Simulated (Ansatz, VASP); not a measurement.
## Cu (Cu(211)): VASP beside Ansatz

Wanted: the spread between two codes on one cell, functional and k mesh. The cell is taken from a series of runs on this material, whose earlier steps may have relaxed, scaled, displaced or heated it; both programs get it as it stands.

Main program and level: Ansatz 0.2.0; plane waves, with VASP 6.6.1 beside it; single point at HSE06.

## Step 1: The starting structure

The cell holds 8 atoms: 8 Cu. Its edges and angles: a = 2.553 Å, b = 6.253 Å, c = 18.158 Å, α = 90.0°, β = 90.0°, γ = 90.0°. Vacuum lies along c.

## Step 2: VASP: single point, HSE06

With cell and atoms fixed, the geometry can't cause a difference; cores, projectors, grids and the points listed under the comparison can.

Lines of VASP's logs that name or quote its potential files are left out, and so is its time.

The run reads the wave functions of an earlier VASP run, which isn't shown here.

File INCAR:

```
SYSTEM = Cu
PREC = Accurate
ENCUT = 400
EDIFF = 1E-06
NELM = 100
ISMEAR = -1
SIGMA = 0.1
LREAL = .FALSE.
ALGO = Normal
LHFCALC = .TRUE.
AEXX = 0.25
GGA = PE
HFSCREEN = 0.208
LASPH = .TRUE.
NBANDS = 54
PRECFOCK = Fast
LORBIT = 11
LWAVE = .FALSE.
LCHARG = .FALSE.
KPAR = 4
NCORE = 4
ISIF = 2
LDIPOL = .TRUE.
IDIPOL = 3
DIPOL = 0.5 0.5 0.5
LVHAR = .TRUE.
```

File POSCAR:

```
Cu
1.0
    2.5526554801      0.0000000000      0.0000000000
    0.0000000000      6.2527034153      0.0000000000
    0.0000000000      0.0000000000     18.1582171500
Cu
8
Direct
    0.0000000000      0.6666666667      0.3579646584
    0.5000000000      0.0000000000      0.3985461846
    0.0000000000      0.3333333333      0.4391277108
    0.5000000000      0.6666666667      0.4797092369
    0.0000000000      0.0000000000      0.5202907631
    0.5000000000      0.3333333333      0.5608722892
    0.0000000000      0.6666666667      0.6014538154
    0.5000000000      0.0000000000      0.6420353416
```

File KPOINTS:

```
Automatic mesh
0
Gamma
10 4 1
0 0 0
```

PAW data sets: Cu (PBE family, release 64).

On the command line:

```
$ mpirun -np 16 vasp_std
```

Numbers of over 12 decimals in the logs are rounded to 6 here.

The log of the run:

```text
[banner, memory and clock lines left out]
running   16 mpi-ranks, on    1 nodes
 distrk:  each k-point on    4 cores,    4 groups
 distr:  one band on    4 cores,    1 groups

 POSCAR found type information on POSCAR Cu
 POSCAR found :  1 types and       8 ions
 LDA part: xc-table for (Slater+PW92), standard interpolation
 found WAVECAR, reading the header
 POSCAR, INCAR and KPOINTS ok, starting setup
 FFT: planning ... GRIDC
 FFT: planning ... GRID_SOFT
 FFT: planning ... GRID
 reading WAVECAR
 the WAVECAR file was read successfully
 initial charge from wavefunction
 entering main loop
       N       E                     dE             d eps       ncg     rms          rms(c)
DAV:   1    -0.269800582907E+02   -0.26980E+02   -0.50527E+00  3192   0.332E+01    0.648E+00
DAV:   2    -0.260407949633E+02    0.93926E+00   -0.53060E+00  2268   0.328E+01    0.692E-01
DAV:   3    -0.261686028167E+02   -0.12781E+00   -0.30399E-01  2666   0.719E+00    0.814E-01
DAV:   4    -0.261483337901E+02    0.20269E-01   -0.10268E-01  2138   0.721E+00    0.276E-01
DAV:   5    -0.261509962164E+02   -0.26624E-02   -0.24186E-02  2208   0.401E+00    0.271E-01
DAV:   6    -0.261493498382E+02    0.16464E-02   -0.43294E-03  2294   0.237E+00    0.998E-02
DAV:   7    -0.261490811573E+02    0.26868E-03   -0.89119E-04  2774   0.986E-01    0.549E-02
DAV:   8    -0.261488704404E+02    0.21072E-03   -0.31265E-04  2782   0.267E-01    0.353E-02
DAV:   9    -0.261487122404E+02    0.15820E-03   -0.56398E-05  2214   0.149E-01    0.258E-02
DAV:  10    -0.261485964190E+02    0.11582E-03   -0.20432E-05  2500   0.104E-01    0.195E-02
DAV:  11    -0.261485121469E+02    0.84272E-04   -0.94724E-06  2576   0.694E-02    0.155E-02
DAV:  12    -0.261484521079E+02    0.60039E-04   -0.58494E-06  1974   0.276E-02    0.134E-02
DAV:  13    -0.261484100380E+02    0.42070E-04   -0.31242E-06  1510   0.228E-02    0.120E-02
DAV:  14    -0.261483818603E+02    0.28178E-04   -0.31454E-06  1510   0.264E-02    0.110E-02
DAV:  15    -0.261483650137E+02    0.16847E-04   -0.27179E-06  1498   0.313E-02    0.102E-02
DAV:  16    -0.261483573630E+02    0.76507E-05   -0.31433E-06  1584   0.267E-02    0.952E-03
DAV:  17    -0.261483570155E+02    0.34750E-06   -0.20815E-06  1412   0.272E-02
   1 F= -.26148357E+02 E0= -.26095578E+02  d E =-.105559E+00
```

Parts of OUTCAR (step 2):

```text
ion  position               nearest neighbor table
   1  0.000  0.667  0.358-   2 2.55   2 2.55   4 2.55   4 2.55   3 2.55
   2  0.500  0.000  0.399-   4 2.55   3 2.55   1 2.55   1 2.55   3 2.55   5 2.55   5 2.55
   3  0.000  0.333  0.439-   6 2.55   6 2.55   5 2.55   4 2.55   4 2.55   2 2.55   2 2.55   1 2.55

  LATTYP: Found a simple orthorhombic cell.
 ALAT       =     2.5526554801
 B/A-ratio  =     2.4494897428
 C/A-ratio  =     7.1134617623

 Subroutine GETGRP returns: Found  4 space group operations
 (whereof  2 operations were pure point group operations)

The static configuration has the point symmetry C_1h.
 The point group associated with its full space group is C_2h.

 Found     18 irreducible k-points:

   k-points           NKPTS =     18   k-points in BZ     NKDIM =     40   number of bands    NBANDS=     54

   dimension x,y,z NGX =    18 NGY =   42 NGZ =  120
   dimension x,y,z NGXF=    36 NGYF=   84 NGZF=  240

   ENCUT  =  400.0 eV  29.40 Ry    5.42 a.u.   4.16 10.20 29.61*2*pi/ulx,y,z

   NELECT =      88.0000    total number of electrons

 k-points in reciprocal lattice and weights: Automatic mesh
   0.00000000  0.00000000  0.00000000       0.025
   0.10000000  0.00000000  0.00000000       0.050
   0.20000000  0.00000000  0.00000000       0.050
   0.30000000  0.00000000  0.00000000       0.050
   0.40000000  0.00000000  0.00000000       0.050
   0.50000000  0.00000000  0.00000000       0.025
   0.00000000  0.25000000  0.00000000       0.050
   0.10000000  0.25000000  0.00000000       0.100
   0.20000000  0.25000000  0.00000000       0.100
[...]
0.40000000  0.50000000  0.00000000       0.050
   0.50000000  0.50000000  0.00000000       0.025

  exchange ACFDT corr.  =         0.00000000  see jH, gK, PRB 81, 115126

 dipolmoment           0.000000      0.000000      0.000001 electrons x Angstroem

 average (electrostatic) potential at core
       1 -63.3138       2 -63.4808       3 -63.5991       4 -63.7844       5 -63.7844
       6 -63.5991       7 -63.4808       8 -63.3138

 E-fermi :  -0.6271

 k-point     1 :       0.0000    0.0000    0.0000
  band No.  band energies     occupation
    ...
     43      -3.0774      2.00000
     44      -2.9872      2.00000
     45      -2.1891      2.00000
     46      -0.7385      1.50554
     47      -0.7070      1.37951
     48       0.4018      0.00007
     49       1.6707      0.00000
     50       2.4190      0.00000
     51       2.5439      0.00000
     52       3.4583      0.00000
    ...

 k-point     2 :       0.1000    0.0000    0.0000
  band No.  band energies     occupation
    ...
     41      -3.3217      2.00000
     42      -3.2729      2.00000
     43      -2.5682      2.00000
     44      -2.5537      2.00000
     45      -1.8126      1.99999
     46      -0.4268      0.23782
     47      -0.3883      0.16821
     48       0.7555      0.00000
     49       2.0624      0.00000
     50       2.6813      0.00000
    ...

 k-point     3 :       0.2000    0.0000    0.0000
  band No.  band energies     occupation
    ...
     41      -3.3104      2.00000
     42      -3.2598      2.00000
     43      -1.8216      1.99999
     44      -1.7620      1.99998
     45      -0.9637      1.93321
     46       0.3243      0.00015
     47       0.4145      0.00006
     48       1.6776      0.00000
     49       3.0877      0.00000
     50       3.4246      0.00000
    ...

  Total       -1.7176835     -2.1119449     -1.4884491      0.0000000      0.2329946      0.0000000
  in kB       -9.4955579    -11.6750814     -8.2283230      0.0000000      1.2880219      0.0000000
  external PRESSURE =      -9.7996541 kB  Pullay stress =       0.0000000 kB

  energy-cutoff  :      400.00
  volume of cell :      289.82
      direct lattice vectors                 reciprocal lattice vectors
     2.552655480  0.000000000  0.000000000     0.391748909  0.000000000  0.000000000
     0.000000000  6.252703415  0.000000000     0.000000000  0.159930822  0.000000000
     0.000000000  0.000000000 18.158217150     0.000000000  0.000000000  0.055071486

 POSITION                                       TOTAL-FORCE (eV/Angst)
 -----------------------------------------------------------------------------------
      0.00000      4.16847      6.50000         0.000000      0.072127      0.300611
      1.27633      0.00000      7.23689         0.000000     -0.092192      0.001280
      0.00000      2.08423      7.97378         0.000000     -0.069765     -0.213406
      1.27633      4.16847      8.71066         0.000000     -0.150982     -0.200521
      0.00000      0.00000      9.44755         0.000000      0.150982      0.200521
      1.27633      2.08423     10.18444         0.000000      0.069765      0.213406
      0.00000      4.16847     10.92133         0.000000      0.092192     -0.001280
      1.27633      0.00000     11.65822         0.000000     -0.072127     -0.300611
 -----------------------------------------------------------------------------------
    total drift:                               -0.000000      0.000000     -0.000014

  FREE ENERGIE OF THE ION-ELECTRON SYSTEM (eV)
  ---------------------------------------------------
  free  energy   TOTEN  =       -26.1483570155 eV

  energy  without entropy=      -26.0427980446  energy(sigma->0) =      -26.09557753

 vacuum level on the upper side and lower side of the slab         3.891         3.891

 total charge
# of ion       s       p       d       tot
------------------------------------------
    1        0.429   0.201   9.333   9.962
    2        0.432   0.269   9.300  10.002
    3        0.432   0.298   9.293  10.024
    4        0.429   0.351   9.285  10.065
    5        0.429   0.351   9.285  10.065
    6        0.432   0.298   9.293  10.024
    7        0.432   0.269   9.300  10.002
    8        0.429   0.201   9.333   9.962
--------------------------------------------------
tot          3.445   2.239  74.423  80.106

[... 3 further parts left out ...]
```

## Step 3: Ansatz: single point, HSE06

Ansatz runs on its default PAW (the set named soft_2) files.

The same cell, functional, mesh and smearing now go to Ansatz, which takes its cutoff from its data sets.

File input.yaml:

```yaml
crystal:
  lattice:
    - [2.5526554801, 0.0, 0.0]
    - [0.0, 6.2527034153, 0.0]
    - [0.0, 0.0, 18.15821715]
  atoms:
    - { symbol: Cu, position: [0.0, 0.6666666667, 0.3579646584] }
    - { symbol: Cu, position: [0.5, 0.0, 0.3985461846] }
    - { symbol: Cu, position: [0.0, 0.3333333333, 0.4391277108] }
    - { symbol: Cu, position: [0.5, 0.6666666667, 0.4797092369] }
    - { symbol: Cu, position: [0.0, 0.0, 0.5202907631] }
    - { symbol: Cu, position: [0.5, 0.3333333333, 0.5608722892] }
    - { symbol: Cu, position: [0.0, 0.6666666667, 0.6014538154] }
    - { symbol: Cu, position: [0.5, 0.0, 0.6420353416] }
hamiltonian:
  xc: hse06
kpoints:
  mp_grid: { grid: [10, 4, 1] }
scf:
  occupations: { method: fermi_dirac, width: 0.1 }
  convergence: { dr2_threshold: 1.0e-09 }
efield:
  axis: 3
  dipole_correction: true
output:
  write_potential: true
  write_density: true
  volumetric_format: npy
```

On the command line:

```
$ ansatz run input.yaml --threads 4 --pin off --max-ram 8192MiB --backend cpu --events-out ev --progress --plain --runs-dir out
```

The log of the run:

```text
Engine: ansatz 0.2.0, aarch64-unknown-linux-gnu
Pseudopotentials: kind: paw
Pseudopotential: Cu, paw, valence charge 19, recommended cutoff 420 eV (normal), Cu.paw.azcp
Functional definition: HSE06
  parameter a = 0.25
  parameter omega = 0.11/bohr
  exchange = pbe_x - a*pbe_x_sr(omega) + a*exact_x_sr(omega)
  correlation = pbe_c
Crystal: 8 atoms, lattice volume = 289.823 Å³
Basis set: ecut = 420 eV, 5709 PW (Γ)
Bands: 92, of which v1, the nominal top of the filled ones, is band 76 counted from 1 (75 counted from 0)
Symmetry: 2 space group operations
k-points: 18 of 40 (time reversal used)
Non-local potential: Cu, projectors of the file, l = 0: 3, l = 1: 2, l = 2: 3, l = 3: 1
PAW form: soft (Blöchl's): semilocal exchange-correlation on the pseudo side does not see the compensation charge
PAW frozen core: Cu, regenerated for the run's functional, and the local potential with it (the file was generated under x = pbe(κ = 0.804, μ = 0.219515), c = pbe(β = 0.066725))
PAW one-centre angular grid: Cu, 590 points (default); XC on 64 Gauss nodes
Initial density: superposition of atomic densities (neutral atoms: chi_scale 0, normalization atom), corrected by the library's trained network
Initial wavefunctions: pseudopotential atomic-orbital guess
Functional: x = pbe(κ = 0.804, μ = 0.219515), c = pbe(β = 0.066725), warm-up for x = pbe(κ = 0.804, μ = 0.219515) + 0.25 (exact − pbe) at short range (hse, ω = 0.207870 Å⁻¹), c = pbe(β = 0.066725); HSE06 as pw.x's `hse` composes it (authors' and Libxc's form: `xc: wpbeh`)
SCF iter   1: F=—  HF=-52998.313169 eV  |F-HF|=—  |Δ(HF+E_count)|=         —  Δρ=2.02e-3  dr2=1.83e-2  ethr=1.77e-3  p=-0.000 e·Å  D=-1.97e-12 V/Å  ΔV_dip=0.00 eV  dr2_dipole=7.32e-11  V_vac-E_F(+/−)=4.53/4.53 eV  ⟨swp⟩=13.6  Hψ=8768  notcnv=0  reapply=7
efield: sawtooth ramp at fractional position 0.9500 (placed from the atoms, in the widest stretch of the axis that holds none; the zero of the levels goes with the place), width 0.1000; the density the first Hamiltonian is built on has a dipole p = -0.000 e·Å; the dipole correction subtracts the counter field D = -1.97e-12 V/Å, which shifts the + side's vacuum level by +0.00 eV against the − side's; the planar-averaged density in the ramp window peaks in size at 2.0e-5 e/Å³
preconditioner: auto → none  [metal: Δε(μ)=0.007 eV  Ē_g=7.842 eV  σ=0.100 eV  W_gap=0.02  n_scr=58 (ndim 8)  ℏωp=20.5 eV  f_vac=0.605  D(μ)=4.00/eV (n_scr^D=22)  sad-step TF]
SCF iter   2: F=—  HF=-52998.313202 eV  |F-HF|=—  |Δ(HF+E_count)|=   3.29e-5  Δρ=1.63e-3  dr2=6.49e-3  ethr=1.20e-5  p=-0.000 e·Å  D=-4.95e-9 V/Å  ΔV_dip=0.00 eV  dr2_dipole=3.92e-12  V_vac-E_F(+/−)=4.55/4.55 eV  ⟨swp⟩=3.2  Hψ=3952  notcnv=0  κ⁻¹=1.0e0(r=1)
SCF iter   3: F=—  HF=-52998.315059 eV  |F-HF|=—  |Δ(HF+E_count)|=   1.86e-3  Δρ=1.72e-3  dr2=2.14e-2  ethr=4.27e-6  p=-0.000 e·Å  D=-1.75e-6 V/Å  ΔV_dip=0.00 eV  dr2_dipole=6.37e-11  V_vac-E_F(+/−)=4.60/4.60 eV  ⟨swp⟩=4.2  Hψ=4775  notcnv=0  defer=2  κ⁻¹=4.2e-1(r=2)
SCF iter   4: F=—  HF=-52998.312719 eV  |F-HF|=—  |Δ(HF+E_count)|=   2.34e-3  Δρ=1.20e-3  dr2=3.45e-3  ethr=4.27e-6  p=-0.000 e·Å  D=-5.13e-7 V/Å  ΔV_dip=0.00 eV  dr2_dipole=2.92e-10  V_vac-E_F(+/−)=4.55/4.55 eV  ⟨swp⟩=3.1  Hψ=3719  notcnv=0  defer=1  κ⁻¹=3.6e-2(r=3)
iter 5 solved again at ethr=1.98e-7 eV; its pass at ethr=2.27e-6 eV (dr2=3.00e-4 eV) is discarded
SCF iter   5: F=—  HF=-52998.312455 eV  |F-HF|=—  |Δ(HF+E_count)|=   2.63e-4  Δρ=3.91e-4  dr2=3.52e-4  ethr=1.98e-7  p=0.000 e·Å  D=4.01e-6 V/Å  ΔV_dip=-0.00 eV  dr2_dipole=6.53e-9  V_vac-E_F(+/−)=4.54/4.54 eV  ⟨swp⟩=3.1  Hψ=6811  notcnv=0  defer=2  κ⁻¹=2.3e-3(r=4)
eigensolver tolerance schedule calibrated: the retry pair's looser diagonalisation under-reported the residual by θ = 0.15 (0.14/decade); ethr = c·dr2/N_el runs at the constant in force after the calibration composes with the one it found (an armed cap, an earlier calibration), c = 5.3e-2
SCF iter   6: F=—  HF=-52998.312626 eV  |F-HF|=—  |Δ(HF+E_count)|=   1.71e-4  Δρ=2.71e-4  dr2=2.11e-4  ethr=1.23e-7  p=-0.000 e·Å  D=-3.43e-5 V/Å  ΔV_dip=0.00 eV  dr2_dipole=5.85e-7  V_vac-E_F(+/−)=4.54/4.54 eV  ⟨swp⟩=4.3  Hψ=3914  notcnv=0  defer=4  κ⁻¹=1.8e-3(r=5)
SCF iter   7: F=—  HF=-52998.312619 eV  |F-HF|=—  |Δ(HF+E_count)|=   7.11e-6  Δρ=1.31e-4  dr2=4.71e-5  ethr=7.36e-8  p=0.000 e·Å  D=1.27e-4 V/Å  ΔV_dip=-0.00 eV  dr2_dipole=8.07e-6  V_vac-E_F(+/−)=4.53/4.54 eV  ⟨swp⟩=3.2  Hψ=3665  notcnv=0  defer=3  κ⁻¹=4.6e-4(r=6)
SCF iter   8: F=—  HF=-52998.312629 eV  |F-HF|=—  |Δ(HF+E_count)|=   1.01e-5  Δρ=1.32e-4  dr2=2.61e-4  ethr=1.64e-8  p=-0.001 e·Å  D=-4.79e-4 V/Å  ΔV_dip=0.01 eV  dr2_dipole=1.16e-4  V_vac-E_F(+/−)=4.54/4.53 eV  ⟨swp⟩=3.3  Hψ=3456  notcnv=0  defer=4  κ⁻¹=2.5e-4(r=7)
[...]
SCF iter  10: F=—  HF=-52990.332402 eV  |F-HF|=—  |Δ(HF+E_count)|=   1.01e-8  Δρ=2.74e-6  dr2=3.03e-8  ethr=3.59e-11  p=0.000 e·Å  D=2.85e-7 V/Å  ΔV_dip=-0.00 eV  dr2_dipole=9.25e-12  V_vac-E_F(+/−)=4.39/4.39 eV  ⟨swp⟩=3.0  Hψ=3594  notcnv=0  κ⁻¹=3.2e-5(r=7)
SCF iter  11: F=—  HF=-52990.332402 eV  |F-HF|=—  |Δ(HF+E_count)|=   3.39e-9  Δρ=1.14e-6  dr2=1.02e-8  ethr=1.27e-11  p=0.000 e·Å  D=2.71e-7 V/Å  ΔV_dip=-0.00 eV  dr2_dipole=2.36e-12  V_vac-E_F(+/−)=4.39/4.39 eV  ⟨swp⟩=3.0  Hψ=3540  notcnv=0  κ⁻¹=1.3e-6(r=8)
SCF iter  12: F=—  HF=-52990.332402 eV  |F-HF|=—  |Δ(HF+E_count)|=   3.09e-8  Δρ=1.62e-6  dr2=6.67e-9  ethr=5.84e-12 (applied; sched 1.81e-12)  p=0.000 e·Å  D=2.66e-7 V/Å  ΔV_dip=-0.00 eV  dr2_dipole=7.28e-12  V_vac-E_F(+/−)=4.39/4.39 eV  ⟨swp⟩=4.1  Hψ=3930  notcnv=0  κ⁻¹=1.3e-6(r=8)
SCF iter  13: F=—  HF=-52990.332402 eV  |F-HF|=—  |Δ(HF+E_count)|=   1.27e-9  Δρ=4.93e-7  dr2=1.38e-9  ethr=4.99e-12 (applied; sched 1.81e-12)  p=0.000 e·Å  D=5.35e-7 V/Å  ΔV_dip=-0.00 eV  dr2_dipole=7.55e-13  V_vac-E_F(+/−)=4.39/4.39 eV  ⟨swp⟩=3.0  Hψ=3367  notcnv=0  κ⁻¹=1.1e-6(r=8)
SCF iter  14: F=-52990.332402 eV  HF=-52990.332402 eV  |F-HF|=7.79e-10  |Δ(HF+E_count)|=   3.09e-9  Δρ=4.08e-7  dr2=6.29e-10  ethr=4.53e-12 (applied; sched 1.00e-12)  p=0.000 e·Å  D=2.05e-7 V/Å  ΔV_dip=-0.00 eV  dr2_dipole=2.02e-12  V_vac-E_F(+/−)=4.39/4.39 eV  ⟨swp⟩=3.1  Hψ=3105  notcnv=0
SCF 3 converged in 14 iterations: F = -52990.332402 eV  dr2 = 6.29e-10
  greatest PAW one-centre occupation: 1.000 electrons in one spin orbital (limit 2), on the Cu atom at site 7 (counted from 0), in its partial waves of l = 1
hybrid outer 2: dexx = +1.658e-5 eV, tail = 6.60e-7 eV, Δε = 1.01e-2 eV (about 3.99e-4 eV left of the loop's levels)
WARN: The output density's exchange-correlation potential varies sharply where the density is thin. Do not read a vacuum level from v_tot or v_xc, or from such a field of the output density. On a cell that repeats whose density bears no net charge and no dipole along the vacuum's axis use v_es (v_loc + v_h of the components); under efield.dipole_correction with no amplitude use v_es + v_field, which holds any externa [...]
hybrid SCF converged: 2 outer / 25 inner (+17 warm-up), last move |dexx| = 1.66e-5 eV, tail = 6.60e-7 eV
Stability not checked: this state was not tested for a lower state beside it, because the functional holds exact exchange (a hybrid, or Hartree-Fock), whose exchange loop this test does not read (fock_operator; see scf.lower_state_search)
Free energy (F): -52990.332405 eV
Frozen-core exchange: fock
Harris-Foulkes:  -52990.332405 eV  (|F-HF|=7.79e-10)
Internal energy: -52990.226624 eV  (E = F + TS)
E sigma→0 (E₀):  -52990.279515 eV
Entropy (-TS):   -0.105781 eV (-13.223 meV/atom)
Fermi energy:    2.395779 eV
Dipole field:    D = -0.000001 V/Å  (p = -0.000002 e·Å, saw-weighted, corrected)
Work function:   Φ+ = 4.3864 eV   Φ− = 4.3864 eV
Levels:          The Fermi level and band energies are counted from a zero that moves with the ramp; work functions are not
--- Per-component energies (eV) ---
  E_band       = -5403.421032
  E_kinetic    = 2404.999383
  E_local      = -215076.840110  (includes V_loc(G=0)·N_el)
  E_nonlocal   = 3230.443234
  E_hartree    = 104657.751424
  E_xc         = -564.576176
  E_vxc        = -721.191720  (∫ρ·V_xc dr)
  E_exx        = -871.101190  (= α·E_x^exact, valence–valence)
  E_paw        = -12659.932334  (= ΣΔE_a)
  E_vpaw       = -2814.137809  (= ΣTr[D̂ρ^β])
  E_aug_tail   = 0.002228  (compensation charges beyond the density's cutoff)
  E_efield     = 0.000000  (sawtooth field / dipole correction)
  E_vefield    = 0.000000  (∫n·V_field dr)
  E_ewald      = 65890.829042
  E_core_change = -1.802127  (= ΣΔE_core)
  E_smearing   = -0.105781  (= −TS)
  E_closure    = 0.000000  (closes the sum)
  Σ components = -52990.332405   (vs F -52990.332405, Δ=0.00e0)
--- Band table (eV; the first three rows and the last of 18) ---
  k-point 0: bands = [... 72 lower, -0.1010, -0.0814, -0.0422, 0.0385, 0.8326, 2.2842, 2.3165, 3.4160, ... 3 higher]
  k-point 1: bands = [... 72 lower, -0.2481, -0.1168, -0.0685, 0.3341, 1.0738, 1.9105, 3.1587, 3.3417, ... 3 higher]
  k-point 2: bands = [... 72 lower, -0.2570, -0.2316, -0.1209, -0.1136, 1.4678, 2.0623, 3.2670, 3.4254, ... 3 higher]
  k-point 17: bands = [... 72 lower, 2.4048, 2.4048, 3.1043, 3.1043, 4.1490, 4.1490, 6.2687, 6.2687, ... 3 higher]
  guard bands above this table: 9 of the run's 92 bands. The solve was not asked for them (output.publish_guard_bands: true or output.eigenvalues: true publishes all)
```

## Step 4: Comparison

Known differences besides the potentials themselves: exact exchange at q = 0 is treated differently, which shows on coarse meshes; VASP keeps PBE cores, Ansatz makes them for the functional; the data sets hold 152 valence electrons in Ansatz (on its default PAW (the set named soft_2) files) and 88 in VASP; the cutoff is 420 eV in Ansatz and 400 eV in VASP; VASP takes a coarser grid for exact exchange (PRECFOCK = Fast). Total energies have different zeros and are not compared.

The two programs side by side:

```csv
quantity,Ansatz,VASP,difference
"work function, lower of the two faces (eV)",4.39,4.52,-0.13
"work function, higher of the two faces (eV)",4.39,4.52,-0.13
```

With vacuum in the cell, a pressure given here is an average over mostly empty space and none of the material.

## Step 5: Results

| Property | Result |
| --- | --- |
| difference in work function, lower of the two faces (single point, HSE06) | -0.13 eV |

**Reading.** The difference in work function, lower of the two faces is -0.13 eV (single point, HSE06). The data sets hold unlike numbers of valence electrons (152 in Ansatz and 88 in VASP), so part of the differences comes from the potentials. Such differences can come from data sets, numerical settings and the points named under the comparisons, not from the functional's error against experiment.

[Lines on the potential files, build, host, timing and source positions are cut from VASP's logs without a mark.]

[Logs are printed without paths, hosts, clocks, repeated set-up lines and the standing remarks that a program may print on its own settings, such as how far it seeks lower states.]

[Hosts, paths, dates, database ids (printed as entryN), source tags and the programs' standing remarks are cut or masked in the printed files.]
